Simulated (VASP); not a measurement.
Here is the system:

```xyz
3
Lattice="1.5660 -2.7124 0.0000 1.5660 2.7124 0.0000 0.0000 0.0000 3.4821" Properties=species:S:1:pos:R:3 pbc="T T T"
Hf     0.0000     0.0000     0.0000
B      1.5660     0.9041     1.7411
B      1.5660    -0.9041     1.7411
```

The numbers are results of r2SCAN meta-GGA, VASP's PBE PAW potentials (set 64) (plane waves; VASP 6.6.1), not measurements. Numerical set-up: 600 eV cut-off, 10×10×8 Γ-centred mesh, first-order Methfessel-Paxton smearing of 0.10 eV, potentials Hf_pv B.

Unless said otherwise, spin-orbit coupling is left out, though it shifts the bands of the heavy elements here.

Problem. What does the run give for the energy per atom (σ→0), band gap (on the k-mesh) with the smallest direct gap where there is one?

Solution. 
The band gap (on the k-mesh) is none (metal, semimetal or under 0.01 eV) and the energy per atom (σ→0) is -21.030 eV/atom.

The compound is HfB2 in the AlB2 type structure. It was relaxed first.
